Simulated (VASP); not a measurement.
# MoS2 (Molybdenite): what each functional gives for the gap, part 2 of 3

Aim: the gap of MoS2 (Molybdenite) on one structure at many levels of theory. The starting structure is a measured crystal structure from the Crystallography Open Database. The atoms were first relaxed with LDA in that cell, in a run that isn't shown, and the relaxed structure is the one below. Meshes and data sets differ where the inputs say so.

VASP 6.6.1.

Results so far: LDA 0.831 eV; PBE 0.916 eV.

## (4) Bands with r2SCAN

Level of this step: r2SCAN; plane waves and PAW (Mo_sv, S) (VASP).

r2SCAN adds the kinetic-energy density, costs more than a GGA and is run with LASPH.

Input file INCAR:

```
SYSTEM = MoS2
PREC = Accurate
ENCUT = 350
EDIFF = 1E-06
NELM = 100
ISMEAR = 0
SIGMA = 0.03
LREAL = .FALSE.
ALGO = Normal
METAGGA = R2SCAN
LASPH = .TRUE.
NBANDS = 42
LORBIT = 11
LWAVE = .FALSE.
LCHARG = .FALSE.
KPAR = 8
```

Input file POSCAR:

```
MoS2
1.0
    3.1610000000      0.0000000000      0.0000000000
   -1.5805000000      2.7375063014      0.0000000000
    0.0000000000      0.0000000000     12.2950000000
Mo S
2 4
Direct
    0.6666666667      0.3333333333      0.7500000000
    0.3333333333      0.6666666667      0.2500000000
    0.6666666667      0.3333333333      0.3755016495
    0.3333333333      0.6666666667      0.8755016495
    0.6666666667      0.3333333333      0.1244983505
    0.3333333333      0.6666666667      0.6244983505
```

Input file KPOINTS:

```
Automatic mesh
0
Gamma
9 9 2
0 0 0
```

Input file KPOINTS_OPT:

```
Line mode
8
Line-mode
Reciprocal
  0.00000000   0.00000000   0.00000000 GAMMA
  0.50000000   0.00000000   0.00000000 M

  0.50000000   0.00000000   0.00000000 M
  0.33333333   0.33333333   0.00000000 K

  0.33333333   0.33333333   0.00000000 K
  0.00000000   0.00000000   0.00000000 GAMMA

  0.00000000   0.00000000   0.00000000 GAMMA
  0.00000000   0.00000000   0.50000000 A

  0.00000000   0.00000000   0.50000000 A
  0.50000000   0.00000000   0.50000000 L

  0.50000000   0.00000000   0.50000000 L
  0.33333333   0.33333333   0.50000000 H

  0.33333333   0.33333333   0.50000000 H
  0.00000000   0.00000000   0.50000000 A

  0.50000000   0.00000000   0.50000000 L
  0.50000000   0.00000000   0.00000000 M

  0.33333333   0.33333333   0.00000000 K
  0.33333333   0.33333333   0.50000000 H
```

Potentials, in the order of the species: Mo_sv and S (PBE family, release 64).

Command:

```bash
$ mpirun -np 8 vasp_std
```

Log:

```text
[banner, memory and clock lines left out]
running    8 mpi-ranks, on    1 nodes
[...]
[... a notice as in an earlier step ...]

|                                                                             |
|               ----> ADVICE to this user running VASP <----                  |
|                                                                             |
|     You enforced a specific xc type in the INCAR file but a different       |
|     [... a line on the potential file left out ...]
|     I HOPE YOU KNOW WHAT YOU ARE DOING!                                     |
|                                                                             |

 LDA part: xc-table for (None), standard interpolation
 POSCAR, INCAR and KPOINTS ok, starting setup
[...]
entering main loop
       N       E                     dE             d eps       ncg     rms          rms(c)
DAV:   1     0.279827521012E+03    0.27983E+03   -0.24149E+04  2232   0.888E+02
DAV:   2    -0.943840167130E+02   -0.37421E+03   -0.35893E+03  2430   0.283E+02
[...]
DAV:  16    -0.900314982281E+02    0.29239E-06   -0.96503E-08  1130   0.160E-03
   1 F= -.90031498E+02 E0= -.90031498E+02  d E =-.817581E-53
 Start KPOINTS_OPT (optional k-point list driver)
k-point batch [1-24\72]
       N       E                     dE             ncg
DAV:   1    -0.306403619009E+04   -0.30278E+05     2296
DAV:   2    -0.122206386663E+05   -0.91566E+04     2414
DAV:   3    -0.125755941744E+05   -0.35496E+03     2440
DAV:   4    -0.125802320701E+05   -0.46379E+01     2432
DAV:   5    -0.125803079096E+05   -0.75840E-01     2460
DAV:   6    -0.125803097165E+05   -0.18069E-02     2536
DAV:   7    -0.125803097611E+05   -0.44561E-04     2478
DAV:   8    -0.125803097623E+05   -0.12085E-05     1744
DAV:   9    -0.125803097624E+05   -0.13611E-06     1662
[...]
k-point batch [49-72\72]
       N       E                     dE             ncg
DAV:   1    -0.329077000881E+04   -0.38086E+05     2288
DAV:   2    -0.122940059508E+05   -0.90032E+04     2374
DAV:   3    -0.126454940033E+05   -0.35149E+03     2416
DAV:   4    -0.126499319128E+05   -0.44379E+01     2456
DAV:   5    -0.126500013619E+05   -0.69449E-01     2428
DAV:   6    -0.126500029241E+05   -0.15622E-02     2460
DAV:   7    -0.126500029621E+05   -0.37967E-04     2416
DAV:   8    -0.126500029631E+05   -0.99254E-06     1702
```

Elapsed: 94 s, on 8 MPI ranks of AMD EPYC 7R43, shared host; peak memory 1.7 GiB; 12 min of CPU time.

Parts of OUTCAR (step 4):

```text
  Total        2.0805369      2.0805369      2.7364878      0.0000000      0.0000000      0.0000000
  in kB       31.3312594     31.3312594     41.2093673      0.0000000      0.0000000      0.0000000
  external PRESSURE =      34.6239620 kB  Pullay stress =       0.0000000 kB

 POSITION                                       TOTAL-FORCE (eV/Angst)
 -----------------------------------------------------------------------------------
      1.58050      0.91250      9.22125        -0.000000      0.000000      0.000000
     -0.00000      1.82500      3.07375         0.000000     -0.000000      0.000000
      1.58050      0.91250      4.61679         0.000000     -0.000000      0.267129
     -0.00000      1.82500     10.76429        -0.000000      0.000000      0.267129
      1.58050      0.91250      1.53071         0.000000     -0.000000     -0.267129
     -0.00000      1.82500      7.67821        -0.000000      0.000000     -0.267129
 -----------------------------------------------------------------------------------
    total drift:                               -0.000000      0.000000     -0.000000

  FREE ENERGIE OF THE ION-ELECTRON SYSTEM (eV)
  ---------------------------------------------------
  free  energy   TOTEN  =       -90.0314982281 eV

  energy  without entropy=      -90.0314982281  energy(sigma->0) =      -90.03149823

[... 2 parts as in an earlier step ...]

[... 1 further part left out ...]
[key lines of the parts left out:]
E-fermi :   7.8557
```

r2SCAN gives a least gap of 1.018 eV, and a least direct gap of 1.762 eV. The least gap is +0.186 eV from that of LDA.

## (5) Bands with TB-mBJ

TB-mBJ is a local potential fitted to gaps: it costs far less than a hybrid but gives no energy. Its energies, forces and stress mean nothing.

Edit INCAR of step 4 so:

```diff
@@ -4,3 +4,3 @@
 EDIFF = 1E-06
-NELM = 100
+NELM = 150
 ISMEAR = 0
@@ -9,3 +9,3 @@
 ALGO = Normal
-METAGGA = R2SCAN
+METAGGA = MBJ
 LASPH = .TRUE.
```

POSCAR is that of step 4.

KPOINTS is that of step 4.

KPOINTS_OPT is that of step 4.

Command:

```bash
$ mpirun -np 8 vasp_std
```

Log:

```text
[banner, memory and clock lines left out]
running    8 mpi-ranks, on    1 nodes
[...]
[... a notice as in an earlier step ...]

 [... a notice as in an earlier step ...]

 LDA part: xc-table for (None), standard interpolation
 POSCAR, INCAR and KPOINTS ok, starting setup
[...]
entering main loop
       N       E                     dE             d eps       ncg     rms          rms(c)
DAV:   1     0.864993213989E+03    0.86499E+03   -0.23851E+04  2248   0.868E+02
DAV:   2     0.505529424966E+03   -0.35946E+03   -0.34433E+03  2426   0.275E+02
DAV:   3     0.492015455133E+03   -0.13514E+02   -0.13328E+02  2484   0.497E+01
DAV:   4     0.491859680910E+03   -0.15577E+00   -0.15561E+00  2376   0.567E+00
[...]
DAV: 104     0.499361914447E+03   -0.28971E-05   -0.72282E-10  1008   0.122E-04    0.204E-04
DAV: 105     0.499361903664E+03   -0.10783E-04   -0.27608E-10  1008   0.855E-05    0.586E-05
DAV: 106     0.499361903336E+03   -0.32880E-06   -0.12287E-10  1008   0.649E-05
   1 F= 0.49936190E+03 E0= 0.49936190E+03  d E =-.160079E-22
 Start KPOINTS_OPT (optional k-point list driver)
k-point batch [1-24\72]
       N       E                     dE             ncg
DAV:   1    -0.258415622172E+04   -0.29798E+05     2296
DAV:   2    -0.114559281013E+05   -0.88718E+04     2420
DAV:   3    -0.117827826921E+05   -0.32685E+03     2440
DAV:   4    -0.117864094937E+05   -0.36268E+01     2424
DAV:   5    -0.117864579368E+05   -0.48443E-01     2460
DAV:   6    -0.117864589678E+05   -0.10309E-02     2528
DAV:   7    -0.117864589914E+05   -0.23593E-04     2468
DAV:   8    -0.117864589919E+05   -0.57834E-06     1696
[...]
k-point batch [49-72\72]
       N       E                     dE             ncg
DAV:   1    -0.282231875210E+04   -0.37618E+05     2296
DAV:   2    -0.115269550503E+05   -0.87046E+04     2366
DAV:   3    -0.118492965179E+05   -0.32234E+03     2442
DAV:   4    -0.118527524940E+05   -0.34560E+01     2400
DAV:   5    -0.118527976313E+05   -0.45137E-01     2386
DAV:   6    -0.118527985593E+05   -0.92795E-03     2478
DAV:   7    -0.118527985799E+05   -0.20593E-04     2398
DAV:   8    -0.118527985804E+05   -0.48668E-06     1704
```

Elapsed: 2.2 min, on 8 MPI ranks; peak memory 1.9 GiB; 18 min of CPU time.

Parts of OUTCAR (step 5):

```text
  Total      -63.7188983    -63.7188983    -70.3014003      0.0000000      0.0000000     -0.0000000
  in kB     -959.5567926   -959.5567926  -1058.6841270      0.0000000      0.0000000     -0.0000000
  external PRESSURE =    -992.5992374 kB  Pullay stress =       0.0000000 kB

 POSITION                                       TOTAL-FORCE (eV/Angst)
 -----------------------------------------------------------------------------------
      1.58050      0.91250      9.22125         0.000000     -0.000000      0.000000
     -0.00000      1.82500      3.07375         0.000000      0.000000      0.000000
      1.58050      0.91250      4.61679         0.000000     -0.000000     -0.644735
     -0.00000      1.82500     10.76429        -0.000000     -0.000000     -0.644735
      1.58050      0.91250      1.53071         0.000000     -0.000000      0.644735
     -0.00000      1.82500      7.67821        -0.000000     -0.000000      0.644735
 -----------------------------------------------------------------------------------
    total drift:                               -0.000000      0.000000     -0.000000

  FREE ENERGIE OF THE ION-ELECTRON SYSTEM (eV)
  ---------------------------------------------------
  free  energy   TOTEN  =       499.3619033356 eV

  energy  without entropy=      499.3619033356  energy(sigma->0) =      499.36190334

[... 2 parts as in an earlier step ...]

[... 1 further part left out ...]
[key lines of the parts left out:]
E-fermi :   7.7392
```

TB-mBJ gives a least gap of 1.054 eV, and a least direct gap of 1.664 eV. The least gap is +0.222 eV from that of LDA.

## (6) Bands with LDA+U (Mo d 4.38 eV)

The U is chosen by hand, not computed for this crystal, and pushes the named shell towards whole occupations.

Input file INCAR:

```
SYSTEM = MoS2
PREC = Accurate
ENCUT = 350
EDIFF = 1E-06
NELM = 100
ISMEAR = 0
SIGMA = 0.03
LREAL = .FALSE.
ALGO = Normal
GGA = CA
NBANDS = 42
LDAU = .TRUE.
LDAUTYPE = 2
LDAUL = 2 -1
LDAUU = 4.38 0
LDAUJ = 0 0
LDAUPRINT = 1
LASPH = .TRUE.
LMAXMIX = 4
LORBIT = 11
LWAVE = .FALSE.
LCHARG = .FALSE.
KPAR = 8
```

POSCAR is that of step 5.

KPOINTS is that of step 5.

KPOINTS_OPT is that of step 5.

Potentials, in the order of the species: Mo_sv and S (LDA family, release 64).

Command:

```bash
$ mpirun -np 8 vasp_std
```

Log:

```text
[banner, memory and clock lines left out]
running    8 mpi-ranks, on    1 nodes
[...]
[... a notice as in an earlier step ...]

 LDA part: xc-table for (Slater(with rela. corr.)+CA(PZ))
 , standard interpolation
 POSCAR, INCAR and KPOINTS ok, starting setup
[...]
entering main loop
       N       E                     dE             d eps       ncg     rms          rms(c)
DAV:   1     0.353544706878E+03    0.35354E+03   -0.23343E+04  2232   0.867E+02
DAV:   2    -0.258167341078E+02   -0.37936E+03   -0.36372E+03  2380   0.283E+02
DAV:   3    -0.417675641128E+02   -0.15951E+02   -0.15744E+02  2486   0.549E+01
DAV:   4    -0.419833796430E+02   -0.21582E+00   -0.21560E+00  2408   0.670E+00
[...]
DAV:  12    -0.384032426731E+02    0.60085E-04   -0.11519E-04  2332   0.475E-02    0.782E-02
DAV:  13    -0.384032426176E+02    0.55526E-07   -0.79559E-05  2304   0.403E-02    0.137E-02
DAV:  14    -0.384032416726E+02    0.94499E-06   -0.70563E-06  2142   0.148E-02
   1 F= -.38403242E+02 E0= -.38403242E+02  d E =-.385907E-22
 Start KPOINTS_OPT (optional k-point list driver)
k-point batch [1-24\72]
       N       E                     dE             ncg
DAV:   1    -0.215198995494E+04   -0.29366E+05     2256
DAV:   2    -0.114027120748E+05   -0.92507E+04     2362
DAV:   3    -0.117887543834E+05   -0.38604E+03     2414
DAV:   4    -0.117940686152E+05   -0.53142E+01     2424
DAV:   5    -0.117941532845E+05   -0.84669E-01     2462
DAV:   6    -0.117941552629E+05   -0.19784E-02     2528
DAV:   7    -0.117941553123E+05   -0.49390E-04     2452
DAV:   8    -0.117941553136E+05   -0.13175E-05     1776
DAV:   9    -0.117941553138E+05   -0.15247E-06     1606
[...]
k-point batch [49-72\72]
       N       E                     dE             ncg
DAV:   1    -0.243509563533E+04   -0.37231E+05     2264
DAV:   2    -0.114808982195E+05   -0.90458E+04     2336
DAV:   3    -0.118561796416E+05   -0.37528E+03     2438
DAV:   4    -0.118610387272E+05   -0.48591E+01     2408
DAV:   5    -0.118611137791E+05   -0.75052E-01     2424
DAV:   6    -0.118611154671E+05   -0.16880E-02     2456
DAV:   7    -0.118611155092E+05   -0.42160E-04     2426
DAV:   8    -0.118611155103E+05   -0.11004E-05     1664
DAV:   9    -0.118611155105E+05   -0.12707E-06     1528
```

The job ended after 22 s (8 MPI ranks; peak memory 1.5 GiB; 2.9 min of CPU time).

Parts of OUTCAR (step 6):

```text
  Total       -0.8880069     -0.8880069      0.9930126     -0.0000000     -0.0000000      0.0000000
  in kB      -13.3726900    -13.3726900     14.9539933     -0.0000000     -0.0000000      0.0000000
  external PRESSURE =      -3.9304623 kB  Pullay stress =       0.0000000 kB

 POSITION                                       TOTAL-FORCE (eV/Angst)
 -----------------------------------------------------------------------------------
      1.58050      0.91250      9.22125        -0.000000     -0.000000     -0.000000
     -0.00000      1.82500      3.07375         0.000000      0.000000     -0.000000
      1.58050      0.91250      4.61679         0.000000      0.000000      0.307950
     -0.00000      1.82500     10.76429        -0.000000     -0.000000      0.307950
      1.58050      0.91250      1.53071        -0.000000     -0.000000     -0.307950
     -0.00000      1.82500      7.67821        -0.000000     -0.000000     -0.307950
 -----------------------------------------------------------------------------------
    total drift:                               -0.000000      0.000000     -0.000000

  FREE ENERGIE OF THE ION-ELECTRON SYSTEM (eV)
  ---------------------------------------------------
  free  energy   TOTEN  =       -38.4032416726 eV

  energy  without entropy=      -38.4032416726  energy(sigma->0) =      -38.40324167

[... 2 parts as in an earlier step ...]

[... 1 further part left out ...]
[key lines of the parts left out:]
E-fermi :   7.7715
```

LDA+U (Mo d 4.38 eV) gives a least gap of 0.864 eV, and a least direct gap of 1.548 eV. The least gap is +0.033 eV from that of LDA.

## (7) Bands with r2SCAN+U (Mo d 2.2 eV)

Edit INCAR of step 6 so:

```diff
@@ -9,3 +9,4 @@
 ALGO = Normal
-GGA = CA
+METAGGA = R2SCAN
+LASPH = .TRUE.
 NBANDS = 42
@@ -14,6 +15,5 @@
 LDAUL = 2 -1
-LDAUU = 4.38 0
+LDAUU = 2.2 0
 LDAUJ = 0 0
 LDAUPRINT = 1
-LASPH = .TRUE.
 LMAXMIX = 4
```

POSCAR is that of step 6.

KPOINTS is that of step 6.

KPOINTS_OPT is that of step 6.

PAW data sets: Mo_sv and S (PBE family, release 64).

Command:

```bash
$ mpirun -np 8 vasp_std
```

Log:

```text
[... set-up lines as in an earlier step ...]
 entering main loop
       N       E                     dE             d eps       ncg     rms          rms(c)
DAV:   1     0.285100310163E+03    0.28510E+03   -0.24138E+04  2232   0.888E+02
DAV:   2    -0.893076144162E+02   -0.37441E+03   -0.35916E+03  2430   0.283E+02
DAV:   3    -0.104072841081E+03   -0.14765E+02   -0.14576E+02  2494   0.534E+01
DAV:   4    -0.104262901994E+03   -0.19006E+00   -0.18985E+00  2424   0.641E+00
[...]
DAV:  14    -0.847707149986E+02    0.41040E-05   -0.50745E-06  2376   0.108E-02    0.325E-02
DAV:  15    -0.847707134262E+02    0.15724E-05   -0.62103E-07  1350   0.452E-03    0.175E-02
DAV:  16    -0.847707130887E+02    0.33757E-06   -0.18661E-07  1130   0.230E-03
   1 F= -.84770713E+02 E0= -.84770713E+02  d E =-.318287E-39
 Start KPOINTS_OPT (optional k-point list driver)
k-point batch [1-24\72]
       N       E                     dE             ncg
DAV:   1    -0.308701641385E+04   -0.30301E+05     2296
DAV:   2    -0.122489395315E+05   -0.91619E+04     2422
DAV:   3    -0.126036957975E+05   -0.35476E+03     2456
DAV:   4    -0.126083428293E+05   -0.46470E+01     2440
DAV:   5    -0.126084188518E+05   -0.76022E-01     2486
DAV:   6    -0.126084206662E+05   -0.18144E-02     2528
DAV:   7    -0.126084207113E+05   -0.45081E-04     2486
DAV:   8    -0.126084207125E+05   -0.12307E-05     1736
DAV:   9    -0.126084207126E+05   -0.13693E-06     1630
[...]
k-point batch [49-72\72]
       N       E                     dE             ncg
DAV:   1    -0.331284153636E+04   -0.38108E+05     2288
DAV:   2    -0.123204898196E+05   -0.90076E+04     2358
DAV:   3    -0.126740041750E+05   -0.35351E+03     2420
DAV:   4    -0.126785181058E+05   -0.45139E+01     2440
DAV:   5    -0.126785886767E+05   -0.70571E-01     2422
DAV:   6    -0.126785902794E+05   -0.16027E-02     2470
DAV:   7    -0.126785903183E+05   -0.38900E-04     2436
DAV:   8    -0.126785903193E+05   -0.10006E-05     1702
DAV:   9    -0.126785903194E+05   -0.11168E-06     1574
```

The job ended after 90 s (8 MPI ranks; peak memory 1.7 GiB; 12 min of CPU time).

From OUTCAR (step 7):

```text
  Total        2.9878687      2.9878687      3.7156877     -0.0000000      0.0000000      0.0000000
  in kB       44.9949664     44.9949664     55.9553520     -0.0000000      0.0000000      0.0000000
  external PRESSURE =      48.6484283 kB  Pullay stress =       0.0000000 kB

 POSITION                                       TOTAL-FORCE (eV/Angst)
 -----------------------------------------------------------------------------------
      1.58050      0.91250      9.22125        -0.000000     -0.000000     -0.000000
     -0.00000      1.82500      3.07375         0.000000     -0.000000     -0.000000
      1.58050      0.91250      4.61679        -0.000000     -0.000000      0.421971
     -0.00000      1.82500     10.76429         0.000000      0.000000      0.421971
      1.58050      0.91250      1.53071         0.000000      0.000000     -0.421971
     -0.00000      1.82500      7.67821         0.000000     -0.000000     -0.421971
 -----------------------------------------------------------------------------------
    total drift:                               -0.000000      0.000000     -0.000000

  FREE ENERGIE OF THE ION-ELECTRON SYSTEM (eV)
  ---------------------------------------------------
  free  energy   TOTEN  =       -84.7707130887 eV

  energy  without entropy=      -84.7707130887  energy(sigma->0) =      -84.77071309

[... 2 parts as in an earlier step ...]

[... 1 further part left out ...]
[key lines of the parts left out:]
E-fermi :   7.8401
```

r2SCAN+U (Mo d 2.2 eV) gives a least gap of 1.015 eV, and a least direct gap of 1.709 eV. The least gap is +0.183 eV from that of LDA.

[end of part 2 of 3]

[Lines on the potential files, build, host, timing and source positions are cut from VASP's logs without a mark.]

[Logs are printed without paths, hosts, clocks, repeated set-up lines and the standing remarks that a program may print on its own settings, such as how far it seeks lower states.]

[Hosts, paths, dates, database ids (printed as entryN), source tags and the programs' standing remarks are cut or masked in the printed files.]
